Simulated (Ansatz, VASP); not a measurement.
## CsPbCl3: VASP beside Ansatz

One calculation is typed for both programs; each brings its own data sets. How far apart do they land? The cell is taken from a series of runs on this material, whose earlier steps may have relaxed, scaled, displaced or heated it; both programs get it as it stands.

Main program and level: Ansatz 0.2.0; plane waves, with VASP 6.6.1 beside it; relaxation of cell and atoms at LDA.

**1. The structure**

The structure is cubic, space group Pm-3m (No. 221). Conventional cell: a = 5.519 Å, b = 5.519 Å, c = 5.519 Å, α = 90.00°, β = 90.00°, γ = 90.00°. Nearest to Cs lie 12 Cl at 3.90 Å. Nearest to Pb lie 6 Cl at 2.76 Å. Nearest to Cl lie 2 Pb at 2.76 Å and 4 Cs at 3.90 Å. Farther neighbours and most contacts between anions are not listed.

Coordinates:

```cif
data_structure
_symmetry_space_group_name_H-M 'Pm-3m'
_symmetry_Int_Tables_number 221
_cell_length_a 5.5186
_cell_length_b 5.5186
_cell_length_c 5.5186
_cell_angle_alpha 90.000
_cell_angle_beta 90.000
_cell_angle_gamma 90.000
_cell_volume 168.07
loop_
_atom_site_label
_atom_site_type_symbol
_atom_site_symmetry_multiplicity
_atom_site_Wyckoff_symbol
_atom_site_fract_x
_atom_site_fract_y
_atom_site_fract_z
_atom_site_occupancy
Cs1 Cs 1 a 0.00000 0.00000 0.00000 1
Pb1 Pb 1 b 0.50000 0.50000 0.50000 1
Cl1 Cl 3 c 0.50000 0.50000 0.00000 1
```

**2. VASP: relaxation of cell and atoms, LDA**

The relaxed volume is the usual yardstick between codes: in a stiff, nearly cubic crystal its relative difference is about their pressure difference at one cell divided by the bulk modulus.

Lines of VASP's logs that name or quote its potential files are left out, and so is its time.

Input file INCAR:

```
SYSTEM = CsPbCl3
PREC = Accurate
ENCUT = 500
EDIFF = 1E-07
NELM = 120
ISMEAR = 0
SIGMA = 0.01
LREAL = .FALSE.
ALGO = Normal
GGA = CA
NBANDS = 28
LORBIT = 11
LWAVE = .FALSE.
LCHARG = .FALSE.
ISIF = 3
IBRION = 2
NSW = 80
EDIFFG = -0.005
LASPH = .TRUE.
GGA_COMPAT = .FALSE.
NELMIN = 4
EFERMI = MIDGAP
KPAR = 2
```

Input file POSCAR:

```
CsPbCl3
1.0
    5.5185870000      0.0000000000      0.0000000000
    0.0000000000      5.5185870000      0.0000000000
    0.0000000000      0.0000000000      5.5185870000
Cs Pb Cl
1 1 3
Direct
    0.0000000000      0.0000000000      0.0000000000
    0.4999999094      0.4999999094      0.4999999094
    0.4999999094      0.4999999094      0.0000000000
    0.0000000000      0.4999999094      0.4999999094
    0.4999999094      0.0000000000      0.4999999094
```

Input file KPOINTS:

```
Automatic mesh
0
Gamma
6 6 6
0 0 0
```

The projector-augmented-wave data sets are Cs_sv, Pb_d and Cl (LDA family, release 64).

Run with:

```sh
$ mpirun -np 2 vasp_std
```

Numbers of over 12 decimals in the logs are rounded to 6 here.

The log of the run:

```text
[banner, memory and clock lines left out]
running    2 mpi-ranks, on    1 nodes
 distrk:  each k-point on    1 cores,    2 groups
 distr:  one band on    1 cores,    1 groups

 POSCAR found type information on POSCAR CsPbCl
 POSCAR found :  3 types and       5 ions
 LDA part: xc-table for (Slater(with rela. corr.)+CA(PZ))
 , standard interpolation
 POSCAR, INCAR and KPOINTS ok, starting setup
 FFT: planning ... GRIDC
 FFT: planning ... GRID_SOFT
 FFT: planning ... GRID
 WAVECAR not read
 entering main loop
       N       E                     dE             d eps       ncg     rms          rms(c)
DAV:   1     0.403676577312E+03    0.40368E+03   -0.19206E+04  1120   0.140E+03
DAV:   2     0.283248717247E+02   -0.37535E+03   -0.36277E+03  1340   0.331E+02
DAV:   3    -0.182910344140E+02   -0.46616E+02   -0.46239E+02  1388   0.124E+02
DAV:   4    -0.201184697582E+02   -0.18274E+01   -0.18231E+01  1568   0.303E+01
DAV:   5    -0.201669717446E+02   -0.48502E-01   -0.48487E-01  1448   0.428E+00    0.582E+00
DAV:   6    -0.194846993636E+02    0.68227E+00   -0.13915E+00  1516   0.125E+01    0.375E+00
DAV:   7    -0.194353953563E+02    0.49304E-01   -0.46683E-01  1664   0.416E+00    0.171E+00
DAV:   8    -0.194314177291E+02    0.39776E-02   -0.65200E-02  1664   0.204E+00    0.250E-01
DAV:   9    -0.194291020440E+02    0.23157E-02   -0.12309E-02  1712   0.923E-01    0.102E-01
DAV:  10    -0.194291459011E+02   -0.43857E-04   -0.10803E-03  1508   0.224E-01    0.265E-02
DAV:  11    -0.194291464397E+02   -0.53862E-06   -0.74085E-05  1476   0.580E-02    0.765E-03
DAV:  12    -0.194291454388E+02    0.10009E-05   -0.15243E-05  1544   0.470E-02    0.461E-03
DAV:  13    -0.194291453825E+02    0.56325E-07   -0.16604E-06  1572   0.952E-03    0.162E-03
DAV:  14    -0.194291453325E+02    0.49940E-07   -0.19530E-07   984   0.428E-03
   1 F= -.19429145E+02 E0= -.19429145E+02  d E =-.194291E+02
 curvature:   0.00 expect dE= 0.000E+00 dE for cont linesearch  0.000E+00
 trial: gam= 0.00000 g(F)=  0.000E+00 g(S)=  0.606E-04 ort = 0.000E+00 (trialstep = 0.100E+01)
 search vector abs. value=  0.606E-04
 bond charge predicted
       N       E                     dE             d eps       ncg     rms          rms(c)
DAV:   1    -0.194298034322E+02   -0.65805E-03   -0.16353E-02  1544   0.136E+00    0.143E-01
DAV:   2    -0.194292653064E+02    0.53813E-03   -0.12069E-03  1528   0.342E-01    0.453E-02
DAV:   3    -0.194291857260E+02    0.79580E-04   -0.29826E-04  1492   0.180E-01    0.209E-02
DAV:   4    -0.194291830849E+02    0.26411E-05   -0.11580E-05  1716   0.298E-02    0.979E-03
DAV:   5    -0.194291825543E+02    0.53066E-06   -0.16464E-06  1524   0.124E-02    0.298E-03
DAV:   6    -0.194291825252E+02    0.29063E-07   -0.14444E-07   952   0.315E-03
   2 F= -.19429183E+02 E0= -.19429183E+02  d E =-.371927E-04
 trial-energy change:   -0.000037  1 .order   -0.000035   -0.000061   -0.000010
 step:   1.1536(harm=  1.1951)  dis= 0.00000  next Energy=   -19.429183 (dE=-0.380E-04)
 reached required accuracy - stopping structural energy minimisation
```

From OUTCAR (step 2):

```text
ion  position               nearest neighbor table
   1  0.000  0.000  0.000-
   2  0.500  0.500  0.500-   3 2.76   4 2.76   5 2.76   4 2.76   5 2.76   3 2.76
   3  0.500  0.500  0.000-   2 2.76   2 2.76
   4  0.000  0.500  0.500-   2 2.76   2 2.76
   5  0.500  0.000  0.500-   2 2.76   2 2.76

  LATTYP: Found a simple cubic cell.
 ALAT       =     5.5185870000

 Subroutine GETGRP returns: Found 48 space group operations
 (whereof 48 operations were pure point group operations)

The static configuration has the point symmetry O_h .

 Found     20 irreducible k-points:

   k-points           NKPTS =     20   k-points in BZ     NKDIM =     20   number of bands    NBANDS=     28

   dimension x,y,z NGX =    40 NGY =   40 NGZ =   40
   dimension x,y,z NGXF=    80 NGYF=   80 NGZF=   80

   ENCUT  =  500.0 eV  36.75 Ry    6.06 a.u.  10.06 10.06 10.06*2*pi/ulx,y,z

   NELECT =      44.0000    total number of electrons

 k-points in reciprocal lattice and weights: Automatic mesh
   0.00000000  0.00000000  0.00000000       0.005
   0.16666667  0.00000000  0.00000000       0.028
   0.33333333  0.00000000  0.00000000       0.028
   0.50000000  0.00000000  0.00000000       0.014
   0.16666667  0.16666667  0.00000000       0.056
   0.33333333  0.16666667  0.00000000       0.111
   0.50000000  0.16666667  0.00000000       0.056
   0.33333333  0.33333333  0.00000000       0.056
   0.50000000  0.33333333  0.00000000       0.056
[...]
0.50000000  0.50000000  0.33333333       0.028
   0.50000000  0.50000000  0.50000000       0.005

 average (electrostatic) potential at core
       1 -47.9079       2 -95.0284       3 -97.2451       4 -97.2451       5 -97.2451

 E-fermi :   2.9315

 k-point     1 :       0.0000    0.0000    0.0000
  band No.  band energies     occupation
    ...
     18      -0.8245      2.00000
     19      -0.8245      2.00000
     20      -0.6874      2.00000
     21      -0.6874      2.00000
     22      -0.6874      2.00000
     23       4.8941      0.00000
     24       5.8353      0.00000
     25       5.8353      0.00000
     26       6.8304      0.00000
     27       6.8304      0.00000
    ...

 k-point     2 :       0.1667    0.0000    0.0000
  band No.  band energies     occupation
    ...
     18      -0.8531      2.00000
     19      -0.8531      2.00000
     20      -0.7204      2.00000
     21      -0.7204      2.00000
     22      -0.6750      2.00000
     23       5.1827      0.00000
     24       6.0427      0.00000
     25       6.0524      0.00000
     26       6.9306      0.00000
     27       6.9736      0.00000
    ...

 k-point     3 :       0.3333    0.0000    0.0000
  band No.  band energies     occupation
    ...
     18      -0.9054      2.00000
     19      -0.9054      2.00000
     20      -0.7905      2.00000
     21      -0.7905      2.00000
     22      -0.2555      2.00000
     23       5.6280      0.00000
     24       6.1328      0.00000
     25       6.5537      0.00000
     26       6.6523      0.00000
     27       7.1922      0.00000
    ...

  Total        0.0074658      0.0074658      0.0074658      0.0000000      0.0000000      0.0000000
  in kB        0.0710767      0.0710767      0.0710767      0.0000000      0.0000000      0.0000000
  external PRESSURE =       0.0710767 kB  Pullay stress =       0.0000000 kB

  energy-cutoff  :      500.00
  volume of cell :      168.29
      direct lattice vectors                 reciprocal lattice vectors
     5.521022362  0.000000000 -0.000000000     0.181125874 -0.000000000 -0.000000000
     0.000000000  5.521022362 -0.000000000    -0.000000000  0.181125874 -0.000000000
     0.000000000  0.000000000  5.521022362     0.000000000  0.000000000  0.181125874

 POSITION                                       TOTAL-FORCE (eV/Angst)
 -----------------------------------------------------------------------------------
      0.00000      0.00000      0.00000        -0.000000     -0.000000      0.000000
      2.76051      2.76051      2.76051         0.000000      0.000000      0.000000
      2.76051      2.76051     -0.00000        -0.000000     -0.000000      0.000000
      0.00000      2.76051      2.76051         0.000000      0.000000      0.000000
      2.76051      0.00000      2.76051         0.000000      0.000000      0.000000
 -----------------------------------------------------------------------------------
    total drift:                                0.001541      0.001541      0.001541

  FREE ENERGIE OF THE ION-ELECTRON SYSTEM (eV)
  ---------------------------------------------------
  free  energy   TOTEN  =       -19.4291825252 eV

  energy  without entropy=      -19.4291825252  energy(sigma->0) =      -19.42918253

 reached required accuracy - stopping structural energy minimisation

 total charge
# of ion       s       p       d       tot
------------------------------------------
    1        1.826   4.685   0.015   6.526
    2        1.513   0.492   9.863  11.867
    3        1.598   3.502   0.000   5.100
    4        1.598   3.502   0.000   5.100
    5        1.598   3.502   0.000   5.100
--------------------------------------------------
tot          8.133  15.682   9.877  33.692

[... 3 further parts left out ...]
```

CONTCAR:

```
CsPbCl3
   1.00000000000000
     5.5210223615040261    0.0000000000000000   -0.0000000000000000
     0.0000000000000000    5.5210223615040261   -0.0000000000000000
     0.0000000000000000    0.0000000000000000    5.5210223615040261
  Cs              Pb              Cl
     1     1     3
Direct
     0.0000000000000000    0.0000000000000000    0.0000000000000000
     0.4999999094000032    0.4999999094000032    0.4999999094000032
     0.4999999094000032    0.4999999094000032    0.0000000000000000
     0.0000000000000000    0.4999999094000032    0.4999999094000032
     0.4999999094000032    0.0000000000000000    0.4999999094000032
```

**3. Ansatz: relaxation of cell and atoms, LDA**

Ansatz runs on its PAW soft_1 files.

The same cell, functional (in two slightly different forms) and mesh now go to Ansatz, which takes its cutoff from its data sets.

Input file input.yaml:

```yaml
crystal:
  lattice:
    - [5.5185865967, 0.0, 0.0]
    - [0.0, 5.5185865967, 0.0]
    - [0.0, 0.0, 5.5185865967]
  atoms:
    - { symbol: Cs, position: [0.0, 0.0, 0.0] }
    - { symbol: Pb, position: [0.5, 0.5, 0.5] }
    - { symbol: Cl, position: [0.5, 0.5, 0.0] }
    - { symbol: Cl, position: [0.0, 0.5, 0.5] }
    - { symbol: Cl, position: [0.5, 0.0, 0.5] }
kpoints:
  mp_grid: { grid: [6, 6, 6] }
hamiltonian:
  xc: lda
  pseudopotentials: { kind: paw, azcp: { folder: soft_1 }, xc_functional: pbe }
scf:
  occupations: { method: fixed }
  lower_state_search: "off"
output:
  forces: true
  stress: true
  eigenvalues: true
relax:
  adjacent_minimum: "off"
  f_tol: 0.001
  max_steps: 60
  cell: { stress_tol: 0.01 }
```

Run with:

```sh
$ ansatz run input.yaml --threads 18 --pin off --max-ram 92160MiB --backend cuda --events-out ev --progress --plain --runs-dir out --max-vram 78GiB
```

The log of the run:

```text
Engine: ansatz 0.2.0, aarch64-unknown-linux-gnu
Pseudopotentials: kind: paw
Pseudopotential: Cs, paw, valence charge 9, recommended cutoff 420 eV (normal), soft_1/Cs.paw.azcp
Pseudopotential: Pb, paw, valence charge 14, recommended cutoff 420 eV (normal), soft_1/Pb.paw.azcp
Pseudopotential: Cl, paw, valence charge 7, recommended cutoff 420 eV (normal), soft_1/Cl.paw.azcp
Functional definition: SPW92
  exchange = slater_x
  correlation = pw_c
[...]
Crystal: 5 atoms, lattice volume = 168.067 Å³
Basis set: ecut = 420 eV, 3287 PW (Γ)
Bands: 27, of which v1, the nominal top of the filled ones, is band 22 counted from 1 (21 counted from 0)
Symmetry: 48 space group operations
Space group: Pm-3m (ITA 221), of the structure as read, at distance tolerance 5.5e-5 Å
k-points: 20 of 216
Non-local potential: Cs, projectors of the file, l = 0: 3, l = 1: 2, l = 2: 2, l = 3: 2
Non-local potential: Pb, projectors of the file, l = 0: 2, l = 1: 2, l = 2: 2, l = 3: 1
Non-local potential: Cl, projectors of the file, l = 0: 2, l = 1: 2, l = 2: 1
PAW form: soft (Blöchl's): semilocal exchange-correlation on the pseudo side does not see the compensation charge
PAW frozen core: Cs, regenerated for the run's functional, and the local potential with it (the file was generated under x = pbe(κ = 0.804, μ = 0.219515), c = pbe(β = 0.066725))
PAW frozen core: Pb, regenerated for the run's functional, and the local potential with it (the file was generated under x = pbe(κ = 0.804, μ = 0.219515), c = pbe(β = 0.066725))
PAW frozen core: Cl, regenerated for the run's functional, and the local potential with it (the file was generated under x = pbe(κ = 0.804, μ = 0.219515), c = pbe(β = 0.066725))
PAW one-centre angular grid: Cs, 194 points (default); XC on 64 Gauss nodes
PAW one-centre angular grid: Pb, 590 points (default); XC on 64 Gauss nodes
PAW one-centre angular grid: Cl, 110 points (default); XC on 64 Gauss nodes
Initial density: superposition of atomic densities (chi_scale 0.1, normalization cell, long waves kept (reshape's long-wave potential 0.00 eV rms))
Initial wavefunctions: pseudopotential atomic-orbital guess
[...]
Functional: x = slater, c = lda
SCF iter   1: F=—  HF=-20249.817091 eV  |F-HF|=—  |Δ(HF+E_count)|=         —  Δρ=2.44e-2  dr2=2.26e0  ethr=3.10e-3  ⟨swp⟩=5.0  Hψ=2280  notcnv=0  defer=35
preconditioner: auto → Resta (q_TF=auto, 2.182 Å⁻¹)  ε∞=3.1  [insulator: Δε(μ)=1.196 eV  Ē_g=12.679 eV  n_scr=26 (ndim 8)  ℏωp=18.6 eV  f_vac=0.010  ε∞_Penn≈3.1]
SCF iter   2: F=—  HF=-20249.032962 eV  |F-HF|=—  |Δ(HF+E_count)|=   7.84e-1  Δρ=1.09e-2  dr2=6.57e-1  ethr=3.10e-3  ⟨swp⟩=3.4  Hψ=1184  notcnv=0  defer=45
[...]
SCF iter   7: F=-20248.673711 eV  HF=-20248.673711 eV  |F-HF|=1.66e-8  |Δ(HF+E_count)|=   6.13e-7  Δρ=4.60e-6  dr2=3.16e-8  ethr=2.27e-10  ⟨swp⟩=15.2  Hψ=3892  notcnv=0
SCF 1 converged in 7 iterations: F = -20248.673711 eV  dr2 = 3.16e-8
  greatest PAW one-centre occupation: 0.983 electrons in one spin orbital (limit 2), on the Pb atom at site 1 (counted from 0), in its partial waves of l = 2
relax step   1: F+E_penalty+E_count = -20248.67371100 eV  Δ(F+E_penalty+E_count) = +0.000e0 eV  max|allowed force component| = 1.124e-24 eV/Å  Δτ_max = 0.0000 Å  P = +0.038 GPa  Ω = 168.067 Å³  (7 SCF iters, dr2 threshold 1.00e-7 eV, accepted)
[...]
relax step   2: F+E_penalty+E_count = -20248.67372457 eV  Δ(F+E_penalty+E_count) = -1.357e-5 eV  max|allowed force component| = 4.460e-26 eV/Å  Δτ_max = 0.0000 Å  P = +0.010 GPa  Ω = 168.226 Å³  energy of the carried Pulay correction = -9.779e-6 eV  (4 SCF iters, dr2 threshold 3.54e-9 eV, accepted)
[...]
relax step   3: F+E_penalty+E_count = -20248.67373249 eV  Δ(F+E_penalty+E_count) = -7.918e-6 eV  max|allowed force component| = 1.437e-28 eV/Å  Δτ_max = 0.0000 Å  P = +0.010 GPa  Ω = 168.226 Å³  stress off target by 9.58e-3 GPa  SCF on the basis re-selected at this cell (its energy is not comparable with the rows above)  (5 SCF iters)
basis re-selected at this cell: Δ(F+E_penalty+E_count) = -7.918e-6 eV, ΔP = +0.000 GPa vs the last step (what re-selecting the basis moved, of the pressure what is left beyond the Pulay correction that the steps carried, after the strain that the cell walked since its last selection, with what the two solves' SCF thresholds leave and, on support functions, any second-order correction that the steps lacked; it is no m [...]
SCF converged after 5 iterations
Free energy (F): -20248.673732 eV
Harris-Foulkes:  -20248.673732 eV  (|F-HF|=1.09e-11)
Internal energy: -20248.673732 eV  (E = F + TS)
E sigma→0 (E₀):  -20248.673732 eV
Fermi energy:    4.515565 eV
--- Per-component energies (eV) ---
  E_band       = -226.599435
  E_kinetic    = 895.041581
  E_local      = -2560.386898  (includes V_loc(G=0)·N_el)
  E_nonlocal   = 433.283726
  E_hartree    = 960.094005
  E_xc         = -703.016960
  E_vxc        = -626.807553  (∫ρ·V_xc dr)
  E_paw        = -16857.744293  (= ΣΔE_a)
  E_vpaw       = -287.918654  (= ΣTr[D̂ρ^β])
  E_aug_tail   = 0.000325  (compensation charges beyond the density's cutoff)
  E_ewald      = -2416.709630
  E_core_change = 0.764411  (= ΣΔE_core)
  E_smearing   = -0.000000  (= −TS)
  E_closure    = -0.000000  (closes the sum)
  Σ components = -20248.673732   (vs F -20248.673732, Δ=0.00e0)
--- Forces (eV/Å), atoms counted from 1 ---
  atom   1  Cs    -0.00000000    -0.00000000    -0.00000000
  atom   2  Pb     0.00000000    -0.00000000    -0.00000000
  atom   3  Cl    -0.00000000    -0.00000000     0.00000000
  atom   4  Cl     0.00000000     0.00000000     0.00000000
  atom   5  Cl    -0.00000000    -0.00000000    -0.00000000
  max |Σ_I F_I| component: 2.14e-28 eV/Å
--- Stress (GPa, compression-positive) ---
        0.009579      -0.000000      -0.000000
       -0.000000       0.009579      -0.000000
       -0.000000      -0.000000       0.009579
  P = ⅓ Tr σ = 0.0096 GPa (0.096 kbar)
--- Band table (eV; the first three rows and the last of 20) ---
  k-point 0: bands = [... 18 lower, 1.5600, 1.6974, 1.6974, 1.6974, 7.2695, 8.2236, 8.2236, 9.2109, ... 1 higher]
  k-point 1: bands = [... 18 lower, 1.5317, 1.6646, 1.6646, 1.7071, 7.5584, 8.4289, 8.4401, 9.3109, ... 1 higher]
  k-point 2: bands = [... 18 lower, 1.4797, 1.5950, 1.5950, 2.1117, 8.0026, 8.4992, 8.9423, 9.0305, ... 1 higher]
  k-point 19: bands = [... 18 lower, 2.0451, 2.0451, 2.0451, 4.5156, 6.0529, 6.0529, 6.0529, 9.0635, ... 1 higher]
--- Relaxed structure (2 steps of the walk, 2 accepted, 1 SCFs on fresh bases) ---
  F+E_penalty+E_count = -20248.67373249 eV   max|allowed force component| = 1.437e-28 eV/Å   (the final SCF, on the basis selected at the relaxed cell)
  cell:  # Å, volume = 168.2261 Å³
    - [5.520323, 0, 0]
    - [0, 5.520323, 0]
    - [0, 0, 5.520323]
  atoms:
    - { symbol: Cs, position: [0, 0, 0] }
    - { symbol: Pb, position: [0.500000, 0.500000, 0.500000] }
    - { symbol: Cl, position: [0.500000, 0.500000, 0] }
    - { symbol: Cl, position: [0, 0.500000, 0.500000] }
    - { symbol: Cl, position: [0.500000, 0, 0.500000] }
```

**4. Comparison**

Known differences besides the potentials themselves: the two LDA forms differ slightly; fixed occupations in Ansatz, narrow Gaussian smearing in VASP; the cutoff is 420 eV in Ansatz and 500 eV in VASP; VASP's log shows a relativistic correction to its local exchange, Ansatz's none; Ansatz adds a Pulay correction to the stress that steers its cell, VASP none. Total energies have different zeros and are not compared.

The two programs side by side:

| quantity | Ansatz | VASP | difference |
| --- | --- | --- | --- |
| volume (Å³) | 168.23 | 168.29 | -0.04 % |
| edge a after relaxation, in the typed setting (Å) | 5.520 | 5.521 | -0.01 % |

**5. Results**

| Property | Result |
| --- | --- |
| difference in volume (relaxation of cell and atoms, LDA) | -0.038 % |

In words: The difference in volume is -0.038 % (relaxation of cell and atoms, LDA), within the 1.2 % picked in this series as the mark of a large difference, as far as the stopping tolerances let one tell. How closely two codes agree says nothing of how well the functional describes the real material.

[Lines on the potential files, build, host, timing and source positions are cut from VASP's logs without a mark.]

[Logs are printed without paths, hosts, clocks, repeated set-up lines and the standing remarks that a program may print on its own settings, such as how far it seeks lower states.]

[Hosts, paths, dates, database ids (printed as entryN), source tags and the programs' standing remarks are cut or masked in the printed files.]
